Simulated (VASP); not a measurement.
Set up this calculation in VASP 6.6.1, as the native input.

| Item | Value |
| --- | --- |
| Task | single point |
| Functional | LDA |
| Potentials or basis | VASP PAW LDA potentials, release 64 (W_sv) |
| Cutoff | 520 eV |
| k mesh | 2 × 2 × 2 |
| Occupations | fermi-dirac, width 0.17 eV |
| Spin | no spin polarisation |
| Dipole correction | no |
| Further INCAR settings | LREAL = Auto; ALGO = Fast; EDIFF = 1e-06; NBANDS = 126 |

The structure of W lies in POSCAR:

```
W
1.0
    6.4236250000      0.0000000000      0.0000000000
    0.0000000000      6.4236250000      0.0000000000
    0.0000000000      0.0000000000      6.4236250000
W
16
Direct
    0.0486174084     -0.0491000019      0.0465002238
    0.5531456148     -0.0192259044      0.0375333243
    0.0212185487      0.4645507793      0.0369417580
    0.0396816439     -0.0145712117      0.5552783670
    0.2851193835      0.2134620249      0.2938839051
    0.5467162233      0.4760707544      0.0546420440
    0.5317091206     -0.0079083072      0.5585008465
    0.7941777423      0.2183502306      0.2912218568
    0.0404444531      0.4798225301      0.5380295394
    0.2780205881      0.7126661348      0.2722606005
    0.2948646598      0.2200003892      0.7802292319
    0.5533791278      0.4883846738      0.5536126408
    0.8134503493      0.7307244741      0.3092023585
    0.7955632528      0.2391484559      0.7747183249
    0.2903033723      0.7137869972      0.8022728600
    0.7825799296      0.7184728249      0.8184630952
```

The cell was built by a generator and needn't be a form met in nature.

The input as run:

INCAR

```
SYSTEM = W
  PREC = Accurate
  ENCUT = 520
  EDIFF = 1E-6
  ISMEAR = -1
  SIGMA = 0.17
  LREAL = Auto
  LASPH = .TRUE.
  NELM = 100
  ALGO = Fast
  ISIF = 2
  LWAVE = .FALSE.
  LCHARG = .FALSE.
  GGA = CA
  NBANDS = 126
```

KPOINTS

```
Automatic mesh
0
G
  2 2 2
  0 0 0
```

Potentials or basis: VASP PAW LDA potentials, release 64 (W_sv).

Command:

```bash
$ cat potpaw_LDA.64/W_sv/POTCAR > POTCAR
$ mpirun -np 1 vasp_std > vasp.out
```

It gave:

| Item | Value |
| --- | --- |
| Pressure | -16.7 GPa |
| Largest force | 2.824 eV/Å |
| Band gap on the k mesh | none (metal or under the smearing width) |

Caveat: the k mesh is coarse (spacing up to 0.49 Å⁻¹), so the values aren't converged; so large a pressure means that the cell lies far from this level's equilibrium, or that cutoff or potentials fall short; forces of over 1 eV/Å show positions far from the minimum, so gaps and moduli don't describe the material at rest.

Run time: 3.7 min on 1 thread of Intel(R) Xeon(R) 6975P-C (Granite Rapids) (shared host), peak memory 0.35 GiB.
